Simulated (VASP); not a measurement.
Here is the system:

```
Al3InN4
1.0
   -0.00904     4.53214     4.53433
    4.53214    -0.00904     4.53433
    2.26155     2.26155     0.00000
In N Al
1 4 3
Direct
  0.99887   0.99887   0.00226
  0.14565   0.14565   0.20871
  0.13407   0.59667   0.26926
  0.59667   0.13407   0.26926
  0.62532   0.62532   0.24936
  0.00163   0.49910   0.99927
  0.49910   0.00163   0.99927
  0.49870   0.49870   0.00261
```

Method: PBEsol GGA, VASP's PBE PAW potentials (set 64) (plane waves; VASP). Run with 520 eV cut-off, 4×4×8 Γ-centred mesh, Gaussian smearing of 0.050 eV, potentials In_d N Al.

Unless said otherwise, spin-orbit coupling is left out, though it shifts the bands of the heavy elements here.

Problem. What does the run give for the energy per atom (σ→0), band gap (on the k-mesh) with the smallest direct gap where there is one?

Solution. 
| Item | Value |
|---|---|
| band gap (on the k-mesh) | 1.90 eV |
| smallest direct gap (on the k-mesh) | 1.90 eV |
| energy per atom (σ→0) | -7.227 eV/atom |

Only differences to runs with the same potentials and settings are physical.

The structure was generated: Al3InN4 was put into an ordered model structure (Amm2), which need not be its known phase. It was relaxed first. The start is the result of an earlier pass.
